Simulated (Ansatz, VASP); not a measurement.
# AlNi: VASP beside Ansatz, part 2 of 2

One calculation is typed for both programs; each brings its own data sets. How far apart do they land? The cell is taken from a series of runs on this material, whose earlier steps may have relaxed, scaled, displaced or heated it; both programs get it as it stands.

VASP 6.6.1 and Ansatz 0.2.0.

So far: The structure; Ansatz: zone-centre phonons, LDA, pair 1; VASP: zone-centre phonons, LDA, pair 1; Comparison.

## Step 5: VASP: zone-centre phonons, LDA, pair 2

Level of this step: LDA, no spin polarisation; plane waves and PAW (Al, Ni) (VASP).

Second derivatives magnify differences that forces hide, and they need a tight electronic threshold. The cell compared in this pair holds 20.89 Å³, against 20.44 Å³ for the pair before.

Input file INCAR:

```
SYSTEM = AlNi
PREC = Accurate
ENCUT = 600
EDIFF = 1E-08
NELM = 120
ISMEAR = 1
SIGMA = 0.2
LREAL = .FALSE.
ALGO = Normal
GGA = CA
NBANDS = 12
LASPH = .TRUE.
LORBIT = 11
LWAVE = .FALSE.
LCHARG = .FALSE.
ISIF = 2
IBRION = 8
GGA_COMPAT = .FALSE.
KPAR = 2
```

Input file POSCAR:

```
AlNi
1.0
    2.7542904647      0.0000000000      0.0000000000
    0.0000000000      2.7542904647      0.0000000000
    0.0000000000      0.0000000000      2.7542904647
Al Ni
1 1
Direct
    0.0000000000      0.0000000000      0.0000000000
    0.5000000000      0.5000000000      0.5000000000
```

Input file KPOINTS:

```
Automatic mesh
0
Gamma
16 16 16
0 0 0
```

The projector-augmented-wave data sets are Al and Ni (LDA family, release 64).

Started as:

```
mpirun -np 2 vasp_std
```

Numbers of over 12 decimals in the logs are rounded to 6 here.

Log:

```text
[... set-up lines as in an earlier step ...]
 entering main loop
       N       E                     dE             d eps       ncg     rms          rms(c)
DAV:   1     0.447979978925E+02    0.44798E+02   -0.62807E+03  4016   0.134E+03
DAV:   2    -0.118037517214E+02   -0.56602E+02   -0.52288E+02  4068   0.214E+02
DAV:   3    -0.135963733291E+02   -0.17926E+01   -0.17749E+01  4724   0.438E+01
DAV:   4    -0.136197651380E+02   -0.23392E-01   -0.23383E-01  4444   0.455E+00
[...]
DAV:  12    -0.120937515661E+02    0.56650E-06   -0.27967E-06  4912   0.282E-02    0.509E-03
DAV:  13    -0.120937515073E+02    0.58754E-07   -0.28170E-07  5920   0.525E-03    0.203E-03
DAV:  14    -0.120937515095E+02   -0.21837E-08   -0.87488E-09  2776   0.878E-04
   1 F= -.12093752E+02 E0= -.12094020E+02  d E =0.805982E-03
 Linear response reoptimize wavefunctions to high precision
DAV:   1    -0.120937515090E+02    0.44633E-09   -0.56273E-09  4204   0.128E-03
DAV:   2    -0.120937515090E+02    0.68212E-12   -0.64929E-11  2252   0.768E-05
 Linear response DOF=           2
 Linear response progress:
[...]
RMM:   8    -0.578882167198E-02   -0.17757E-06   -0.58474E-09 17032   0.326E-04    0.254E-04
RMM:   9    -0.578880020627E-02    0.21466E-07   -0.63819E-10 16730   0.142E-04    0.261E-05
RMM:  10    -0.578879532586E-02    0.48804E-08    0.24412E-11 17282   0.376E-05    0.655E-06
 first order change of Fermi-energy  -0.80705E-04
 force on displaced ion       1 direction 1 :  -8.926   0.000  -0.000
 Linear response progress:
  Degree of freedom:   2/  2
       N       E                     dE             d eps       ncg     rms          rms(c)
RMM:   1    -0.187718161622E+00   -0.18772E+00   -0.96329E-02 14176   0.272E+00
RMM:   2    -0.186417047327E+00    0.13011E-02   -0.18242E-03 14468   0.531E-01    0.142E-01
RMM:   3    -0.186379681857E+00    0.37365E-04   -0.14280E-04 15467   0.106E-01    0.838E-02
RMM:   4    -0.186804070226E+00   -0.42439E-03   -0.21315E-04 16641   0.115E-01    0.594E-03
[...]
RMM:  10    -0.186764855174E+00    0.19711E-06    0.69986E-11 17406   0.657E-05    0.113E-05
RMM:  11    -0.186764918116E+00   -0.62941E-07   -0.74468E-11 17626   0.272E-05    0.193E-06
RMM:  12    -0.186764923344E+00   -0.52288E-08   -0.28830E-11 18118   0.114E-05    0.134E-06
 first order change of Fermi-energy   0.25507E-02
 force on displaced ion       2 direction 1 :  -8.931  -0.000   0.000
 Linear response finished
```

Parts of OUTCAR (step 5):

```text
  Total        2.4846118      2.4846118      2.4846118     -0.0000000     -0.0000000      0.0000000
  in kB      190.5197109    190.5197109    190.5197109     -0.0000000     -0.0000000      0.0000000
  external PRESSURE =     190.5197109 kB  Pullay stress =       0.0000000 kB

 POSITION                                       TOTAL-FORCE (eV/Angst)
 -----------------------------------------------------------------------------------
      0.00000      0.00000      0.00000         0.000000      0.000000      0.000000
      1.37715      1.37715      1.37715         0.000000      0.000000      0.000000
 -----------------------------------------------------------------------------------
    total drift:                                0.000000      0.000000     -0.000000

[... 1 part as in an earlier step ...]

[... 1 further part left out ...]
```

## Step 6: Ansatz: zone-centre phonons, LDA, pair 2

The same cell, functional (in two slightly different forms), mesh and smearing now go to Ansatz, which takes its cutoff from its data sets.

The cell is taken from a series of runs on this material, whose earlier steps may have relaxed, scaled, displaced or heated it; both programs get it as it stands.

Input file input.yaml:

```yaml
crystal:
  lattice:
    - [2.7542904647, 0.0, 0.0]
    - [0.0, 2.7542904647, 0.0]
    - [0.0, 0.0, 2.7542904647]
  atoms:
    - { symbol: Al, position: [0.0, 0.0, 0.0] }
    - { symbol: Ni, position: [0.5, 0.5, 0.5] }
kpoints:
  mp_grid: { grid: [16, 16, 16] }
hamiltonian:
  xc: lda
  pseudopotentials: { kind: paw, azcp: { folder: soft_1 }, xc_functional: pbe }
scf:
  occupations: { method: methfessel_paxton, width: 0.2 }
output:
  eigenvalues: true
phonons:
  method: dfpt
```

Started as:

```
ansatz run input.yaml --threads 4 --pin off --max-ram 10240MiB --backend cpu --events-out ev --progress --plain --runs-dir out
```

Log:

```text
[...]
Crystal: 2 atoms, lattice volume = 20.894 Å³
Basis set: ecut = 420 eV, 437 PW (Γ), exchange–correlation on 40×40×40 points (8 copies of the dense FFT grid, shifted against one another)
Bands: 15, of which v1, the nominal top of the filled ones, is band 11 counted from 1 (10 counted from 0)
Symmetry: 48 space group operations
k-points: 405 of 4096 (irreducible under 8 space group operations, time reversal used)
[...]
k-point 2: bands = [... 7 lower, 13.9721, 13.9721, 14.1311, 19.6787, 22.4287, 22.4287, 24.5640, 26.6745]
  k-point 404: bands = [... 7 lower, 14.7974, 14.7974, 17.8371, 17.8371, 17.8371, 20.8205, 21.0949, 21.0949]
[...]
ASR residual: 1.817e-5 → 0.000e0 eV/Å²; symmetrization residual: 9.105e-7 eV/Å²
  ASR residual per site (eV/Å²): 6.94e-7 1.82e-5
  Γ frequencies (cm⁻¹): 0.00 0.00 0.00 359.68 359.68 359.68
[...]
[key lines of the parts left out:]
SCF converged after 10 iterations
Free energy (F): -6287.576693 eV
Fermi energy:    15.962442 eV
```

## Step 7: Comparison

What differs besides the data sets and the points named for the pairs above, as far as they apply: the data sets hold 21 valence electrons in Ansatz (on its PAW soft_1 files) and 13 in VASP. Total energies have different zeros and are not compared.

Compared:

```tsv
quantity	Ansatz	VASP	difference
optical mode 1 to 3 (cm⁻¹)	359.7	362.4	-0.75 %
```

Modes are paired by rising frequency, not by their patterns, so a pair may set unlike modes beside each other; they are those without the splitting of longitudinal modes.

## Step 8: Results

* r.m.s. difference of the optical zone-centre modes, each program's sorted by frequency (zone-centre phonons, LDA, pair 1): 2.9 cm⁻¹
* difference in optical mode 1 to 3 (zone-centre phonons, LDA, pair 1): -0.8 %
* r.m.s. difference of the optical zone-centre modes, each program's sorted by frequency (zone-centre phonons, LDA, pair 2): 2.7 cm⁻¹
* difference in optical mode 1 to 3 (zone-centre phonons, LDA, pair 2): -0.8 %

In words: The r.m.s. difference of the optical zone-centre modes, each program's sorted by frequency is 2.9 cm⁻¹ (zone-centre phonons, LDA, pair 1). The data sets hold unlike numbers of valence electrons (21 in Ansatz and 13 in VASP), so part of the differences comes from the potentials. Among the rows given in per cent, the largest difference of the zone-centre phonons, LDA, pair 1 pair is in optical mode 1 to 3, -0.8 %. Among the rows given in per cent, the largest difference of the zone-centre phonons, LDA, pair 2 pair is in optical mode 1 to 3, -0.8 %. How closely two codes agree says nothing of how well the functional describes the real material.

[Lines on the potential files, build, host, timing and source positions are cut from VASP's logs without a mark.]

[Logs are printed without paths, hosts, clocks, repeated set-up lines and the standing remarks that a program may print on its own settings, such as how far it seeks lower states.]

[Hosts, paths, dates, database ids (printed as entryN), source tags and the programs' standing remarks are cut or masked in the printed files.]
